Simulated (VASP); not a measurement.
Calculation: PBE GGA, VASP's PBE PAW potentials (set 64) (plane waves; VASP).

VASP ran on this input.

INCAR:
```
SYSTEM = In
PREC = Accurate
ENCUT = 520
EDIFF = 1E-7
NELM = 100
ALGO = Normal
LREAL = .FALSE.
LASPH = .TRUE.
ISMEAR = -5
GGA = PE
LMAXMIX = 4
LWAVE = .FALSE.
LCHARG = .TRUE.
LORBIT = 11
NEDOS = 601
ISIF = 2
```

POSCAR:
```
In
5.0687670
 -0.3240886927   0.3240886927   0.4999999761
  0.3240886927  -0.3240886927   0.4999999761
  0.3240886927   0.3240886927  -0.4999999761
In
1
Cart
  0.0000000000   0.0000000000   0.0000000000
```

KPOINTS:
```
Automatic mesh
0
Gamma
17 17 17
0 0 0
```

POTCAR, in this order: In_d (PBE.64 set). Program: vasp_std.

Q: What will the output report for the number of irreducible k-points (NKPTS), largest plane-wave count, number of space-group operations, FFT grid (NGX, NGY, NGZ)?

A: 
The number of irreducible k-points (NKPTS) is 405 and the largest plane-wave count is 753. The number of space-group operations comes out as 16 and the FFT grid (NGX, NGY, NGZ) is 28 × 28 × 28.

The compound is In in the bct structure. It was relaxed first.
